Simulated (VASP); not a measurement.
Given:

```
CELL_PARAMETERS angstrom
      1.57791    -2.73303     0.00000
      1.57791     2.73303     0.00000
      0.00000     0.00000     3.50831
ATOMIC_POSITIONS crystal
  Hf 0.00000 0.00000 0.00000
  B  0.33333 0.66667 0.50000
  B  0.66667 0.33333 0.50000
```

Level of theory: PBE GGA with D3 dispersion (zero damping), VASP's PBE PAW potentials (set 64) (plane waves; VASP). Numerical set-up: 520 eV cut-off, 11×11×9 Γ-centred mesh, first-order Methfessel-Paxton smearing of 0.10 eV, potentials Hf_pv B.

Give the stress tensor in GPa (positive for a compressed cell).

```
-7.59   0.00   0.00
 0.00  -7.59   0.00
 0.00   0.00  -7.45
```
The pressure is its mean diagonal, -7.54 GPa.

The compound is HfB2 in the AlB2 type structure. This cell is one point of a volume scan, at 1.03 of the reference volume.
